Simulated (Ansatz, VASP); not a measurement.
## One calculation of Ba4Ti3SnO12 (a cell with a defect), two programs

```
CELL_PARAMETERS angstrom
-4.00600 4.00600 4.00600
4.00600 -4.00600 4.00600
4.00600 4.00600 -4.00600
ATOMIC_POSITIONS crystal
Ba 0.50000 0.50000 0.50000
Ba 0.00000 0.00000 0.50000
Ba 0.00000 0.50000 0.00000
Ba 0.50000 0.00000 0.00000
Sn 0.00000 0.00000 0.00000
Ti 0.50000 0.50000 0.00000
Ti 0.50000 0.00000 0.50000
Ti 0.00000 0.50000 0.50000
O 0.00000 0.25699 0.25699
O 0.50000 0.75000 0.25000
O 0.50000 0.25000 0.75000
O 0.00000 0.74301 0.74301
O 0.25699 0.00000 0.25699
O 0.75000 0.50000 0.25000
O 0.74301 0.00000 0.74301
O 0.25000 0.50000 0.75000
O 0.25699 0.25699 0.00000
O 0.74301 0.74301 0.00000
O 0.75000 0.25000 0.50000
O 0.25000 0.75000 0.50000
```

Alike in both runs: functional PBE; k mesh 3 × 3 × 3; occupations fermi-dirac, width 0.01 eV; no spin polarisation.

Ansatz relaxed the structure, and its values are those at the end. VASP's run is a single point on that final structure, the one shown.

```csv
,VASP,Ansatz
version,VASP 6.6.1,Ansatz 0.2.0
potentials or method,"VASP PAW PBE potentials, release 64 (Ba_sv, Sn_d, Ti_sv, O)","plane-wave PAW, scalar-relativistic"
plane-wave cutoff (eV),520,420
valence electrons in the cell,162,162
```

Ansatz gave:

| Quantity | Value |
| --- | --- |
| gap on the k mesh at the Fermi level (eV) | 2.45 |
| pressure (GPa) | 6.6 |
| rms of the force components (eV/Å) | 0.003 |

Q: Estimate VASP's values.

A: gap on the k mesh at the Fermi level (eV): 2.40; pressure (GPa): 8.5; rms of the force components (eV/Å): 0.001.

Ansatz warned: «gradients_without_spin_orbit».

Caveats: spin-orbit coupling is left out, which moves the levels of the heavy elements. As with any semilocal functional, this PBE gap is likely too small.
